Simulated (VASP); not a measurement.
Consider the following.

```yaml
crystal:
  lattice:
    - [0.00000, 3.20184, 3.20184]
    - [3.20184, 0.00000, 3.20184]
    - [3.20184, 3.20184, 0.00000]
  atoms:
    - { symbol: Ba, position: [0.00000, 0.00000, 0.00000] }
    - { symbol: S, position: [0.50000, 0.50000, 0.50000] }
```

Level of theory: rev-vdW-DF2, VASP's PBE PAW potentials (set 64) (plane waves; VASP). Run with 520 eV cut-off, Gaussian smearing of 0.050 eV, potentials Ba_sv S.

Unless said otherwise, spin-orbit coupling is left out, though it shifts the bands of the heavy elements here.

Problem. Estimate the band gap (along the path) with the smallest direct gap where there is one.

Solution. 
* **band gap (along the path)**: 2.04 eV
* **smallest direct gap (along the path)**: 2.18 eV

The compound is BaS in the rock salt structure. It was relaxed first.
